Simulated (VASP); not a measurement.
Consider the following.

```
CELL_PARAMETERS angstrom
      3.11245     0.00000     0.00000
     -1.55622     2.69546     0.00000
      0.00000     0.00000     5.52933
ATOMIC_POSITIONS crystal
  Nb 0.00000 0.00000 0.00000
  Nb 0.00000 0.00000 0.50000
  C  0.33333 0.66667 0.25000
  C  0.66667 0.33333 0.75000
```

The numbers are results of PBEsol GGA, VASP's PBE PAW potentials (set 64) (plane waves; VASP), not measurements. Settings: 520 eV cut-off, Gaussian smearing of 0.050 eV, potentials Nb_sv C.

Predict the band gap (along the path) with the smallest direct gap where there is one.

* **band gap (along the path)**: none (metal, semimetal or under 0.01 eV)

Total energies compare only between runs with the same potentials, cut-off and functional.

The structure was generated: NbC was put into the NiAs type type (P6_3/mmc), which need not be its known phase. It was relaxed first, which changed the volume by -31 %.
